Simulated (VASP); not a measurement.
Given:

```
InAs
1.0
    0.00000     3.10599     3.04509
    3.10599     0.00000     3.04509
    3.10599     3.10599     0.00000
In As
1 1
Direct
  0.00000   0.00000   0.00000
  0.25000   0.25000   0.25000
```

Level of theory: PBEsol GGA, VASP's PBE PAW potentials (set 64) (plane waves; VASP). Settings: 480 eV cut-off, 10×10×10 Γ-centred mesh, first-order Methfessel-Paxton smearing of 0.10 eV, potentials In_d As.

Unless said otherwise, spin-orbit coupling is left out, though it shifts the bands of the heavy elements here.

Q: Estimate the energy per atom (σ→0), pressure, band gap (on the k-mesh) with the smallest direct gap where there is one.

A: 
| Item | Value |
|---|---|
| band gap (on the k-mesh) | 0.09 eV |
| smallest direct gap (on the k-mesh) | 0.09 eV |
| energy per atom (σ→0) | -4.237 eV/atom |
| pressure | -2.00 GPa |

Total energies compare only between runs with the same potentials, cut-off and functional.

The compound is InAs in the zinc blende structure. This cell was strained or had an atom moved on purpose.
